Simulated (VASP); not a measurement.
Data:

```xyz
2
Lattice="2.7749 0.0000 0.0000 0.0000 2.7749 0.0000 0.0000 0.0000 3.6371" Properties=species:S:1:pos:R:3 pbc="T T T"
Mo     1.3874     1.3874     1.8185
Ru     0.0000     0.0000     0.0000
```

Calculation: PBE GGA, VASP's PBE PAW potentials (set 64) (plane waves; VASP). Numerical set-up: 300 eV cut-off, 11×11×9 Γ-centred mesh, Fermi-Dirac smearing of 0.14 eV, potentials Mo_sv Ru_pv.

Q: Give the energies of bands 8 to 17 at the high-symmetry points, in eV from the Fermi level.

A: 
```
band      Γ      X      M      Z      R      A
----  -----  -----  -----  -----  -----  -----
8     -7.53  -3.85  -6.16  -4.98  -5.77  -4.26
9     -6.16  -3.46  -5.99  -4.80  -5.59  -4.10
10    -5.60  -3.06  -5.41  -4.11  -2.62  -3.05
11    -2.19  -2.92  -5.41  -3.40  -2.54  -3.05
12    -2.19  -2.37   1.94  -0.82  -1.89  -2.57
13    -1.09  -2.21   2.33  -0.82  -0.94  -2.57
14    -0.03  -1.26   3.55  -0.66   1.32  -0.32
15     1.47  -0.45   3.59   0.48   1.61   1.69
16     3.50   0.18   3.59   0.72   1.97   1.95
17     3.90   1.55   4.09   0.81   3.31   4.65
```

It has no gap at this level: it comes out as a metal or semimetal.

The structure was generated: MoRu was put into an ordered model structure, which need not be its known phase. The cell was not relaxed at this level.
